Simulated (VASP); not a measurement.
Input for VASP

File KPOINTS:
```
Regular mesh
0
Gamma
6 6 3
```

INCAR:
```
SYSTEM=KH
PREC=Accurate; ENCUT=400; LREAL=.FALSE.
LASPH=.TRUE.
EDIFF=1E-6; NELM=100; ALGO=Normal
ISMEAR=0; SIGMA=0.05
GGA=PE
ISIF=2
LWAVE=.FALSE.; LCHARG=.FALSE.
```

File POSCAR:
```
KH
1
    4.2796500000     0.0000000000     0.0000000000
   -2.1398250000     3.7062860000     0.0000000000
    0.0000000000     0.0000000000     7.0090790000
K H
2 2
Direct
  0.6666670000   0.3333330000   0.0000000000
  0.3333330000   0.6666670000   0.5000000000
  0.6666670000   0.3333330000   0.6252000000
  0.3333330000   0.6666670000   0.1252000000
```

POTCAR, in this order: K_sv H (PBE.64 set). Program: vasp_std.

Translate this PBE calculation to Ansatz.

One equivalent input (not run):
Ansatz 0.2 input:
```yaml
crystal:
  lattice:
    - [4.2796500, 0.0000000, 0.0000000]
    - [-2.1398250, 3.7062860, 0.0000000]
    - [0.0000000, 0.0000000, 7.0090790]
  atoms:
    - { symbol: K, position: [0.6666670, 0.3333330, 0.0000000] }
    - { symbol: K, position: [0.3333330, 0.6666670, 0.5000000] }
    - { symbol: H, position: [0.6666670, 0.3333330, 0.6252000] }
    - { symbol: H, position: [0.3333330, 0.6666670, 0.1252000] }
kpoints:
  mp_grid: { grid: [6, 6, 3] }
hamiltonian:
  xc: pbe
  pseudopotentials: { kind: paw }
scf:
  occupations: { method: gaussian, width: 0.05 }
  max_iter: 100
output: { forces: true, stress: true, eigenvalues: true }
```
Limits of the translation: each code has its own PAW files, so the cut-off isn't converted (ENCUT is set for VASP's; basis.ecutwfc is left out, and Ansatz then takes the one that its files recommend); Ansatz stops its SCF on the density residual and VASP on the energy change (EDIFF).

The structure was generated: KH was put into the wurtzite type (P6_3mc), which need not be its known phase. The cell was not relaxed at this level.
